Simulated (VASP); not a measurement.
Data:

```yaml
crystal:
  lattice:
    - [0.00000, 2.90756, 2.90756]
    - [2.90756, 0.00000, 2.90756]
    - [2.90756, 2.90756, 0.00000]
  atoms:
    - { symbol: Ag, position: [0.00000, 0.00000, 0.00000] }
    - { symbol: Br, position: [0.50000, 0.50000, 0.50000] }
```

Calculation: vdW-DF-cx, VASP's PBE PAW potentials (set 64) (plane waves; VASP). Run with 520 eV cut-off, 8×8×8 Γ-centred mesh, Gaussian smearing of 0.050 eV, potentials Ag Br.

**Question.** Predict the energy per atom (σ→0), pressure, band gap (on the k-mesh) with the smallest direct gap where there is one.

**Answer.** 
The band gap (on the k-mesh) is 0.59 eV and the smallest direct gap (on the k-mesh) is 2.38 eV. The energy per atom (σ→0) is -15.6 kJ/mol of atoms. The pressure is -2.52 GPa.

The compound is AgBr in the rock salt structure. This cell is one point of a volume scan, at 1.06 of the reference volume.
